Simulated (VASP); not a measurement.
Input:

```
Al
1.0
    4.55735     0.00000     0.00000
   -2.27867     3.94678     0.00000
    0.00000     0.00000     2.80019
Al
3
Direct
  0.00000   0.00000   0.00000
  0.33333   0.66667   0.50000
  0.66667   0.33333   0.50000
```

Level of theory: PBEsol GGA, VASP's PBE PAW potentials (set 64) (plane waves; VASP). Run with 400 eV cut-off, Gaussian smearing of 0.050 eV, potentials Al.

Task: Estimate the band gap (along the path) with the smallest direct gap where there is one.

Result: 
```json
{
  "band gap (along the path)": "none (metal, semimetal or under 0.01 eV)"
}
```

The absolute energy has meaning only against runs of the same code, potentials and settings.

The structure was generated: Al was put into the omega type (P6/mmm), which need not be its known phase. It was relaxed first.
